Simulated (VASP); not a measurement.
All values below come from rev-vdW-DF2, VASP's PBE PAW potentials (set 64) (plane waves; VASP).

VASP input:

### KPOINTS
```
Automatic mesh
0
Gamma
12 12 12
0 0 0
```

### INCAR
```
SYSTEM=InAs
PREC=Accurate; ENCUT=520; LREAL=.FALSE.
LASPH=.TRUE.
EDIFF=1E-7; NELM=100; ALGO=Normal
LMAXMIX=4
ISMEAR=-5
GGA=MK; LUSE_VDW=.TRUE.; AGGAC=0.0
PARAM1=0.1234568; PARAM2=0.7114; ZAB_VDW=-1.8867
ISIF=2
LWAVE=.FALSE.; LCHARG=.TRUE.; LORBIT=11
NEDOS=601
```

**POSCAR**
```
InAs
1
    0.0000000000     3.0760408047     3.0760408047
    3.0760408047     0.0000000000     3.0760408047
    3.0760408047     3.0760408047     0.0000000000
In As
1 1
Direct
  0.0000000000   0.0000000000   0.0000000000
  0.2500000000   0.2500000000   0.2500000000
```

POTCAR, in this order: In_d As (PBE.64 set). Program: vasp_std.

Unless said otherwise, spin-orbit coupling is left out, though it shifts the bands of the heavy elements here.

**Question.** Estimate the energy per atom (σ→0), band gap (on the k-mesh).

**Answer.** 
```yaml
energy per atom (σ→0): -1768 meV/atom
band gap (on the k-mesh): none (metal, semimetal or under 0.01 eV)
```

OSZICAR:
```
...
DAV:   8    -0.353486760419E+01    0.76178E-03   -0.10954E-02  2259   0.152E+00    0.185E-01
DAV:   9    -0.353507699276E+01   -0.20939E-03   -0.10403E-03  2185   0.454E-01    0.112E-01
DAV:  10    -0.353511151773E+01   -0.34525E-04   -0.11831E-04  2807   0.137E-01    0.740E-02
DAV:  11    -0.353512100077E+01   -0.94830E-05   -0.53068E-05  1977   0.107E-01    0.617E-02
DAV:  12    -0.353512157433E+01   -0.57356E-06   -0.94707E-06  1967   0.249E-02    0.964E-03
DAV:  13    -0.353512158556E+01   -0.11224E-07   -0.10605E-06  2337   0.623E-03    0.801E-03
DAV:  14    -0.353512165271E+01   -0.67153E-07   -0.40955E-08  1361   0.306E-03
   1 F= -.35351217E+01 E0= -.35351217E+01  d E =0.000000E+00
```

The compound is InAs in the zinc blende structure. It was relaxed first.
